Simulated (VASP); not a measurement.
Here is the system:

```
CELL_PARAMETERS angstrom
      1.93608    -3.35338     0.00000
      1.93608     3.35338     0.00000
      0.00000     0.00000     5.01556
ATOMIC_POSITIONS crystal
  Se 0.00000 0.25564 0.66667
  Se 0.74436 0.74436 0.00000
  Se 0.25564 0.00000 0.33333
```

Level of theory: LDA (Ceperley-Alder, Perdew-Zunger), VASP's LDA PAW potentials (set 64) (plane waves; VASP). Numerical set-up: 520 eV cut-off, 8×8×5 Γ-centred mesh, Gaussian smearing of 0.050 eV, potentials Se.

### Question
The ions and cell shape at fixed volume are relaxed. Predict the relaxed structure.

### Answer

```
CELL_PARAMETERS angstrom
      1.91309    -3.31357     0.00000
      1.91309     3.31357     0.00000
      0.00000     0.00000     5.13682
ATOMIC_POSITIONS crystal
  Se 0.00000 0.26628 0.66667
  Se 0.73372 0.73372 0.00000
  Se 0.26628 0.00000 0.33333
```
Space group P3_121 (152), at a tolerance of 0.03 Å.

### Question
How much energy does the relaxation gain?

### Answer
The energy (σ→0) changes by -12.5 meV/atom, in 7 ionic steps.

The compound is Se in the trig structure. This cell is one point of a volume scan, at 0.94 of the reference volume. Symmetry was kept, so distortions that lower it aren't found.
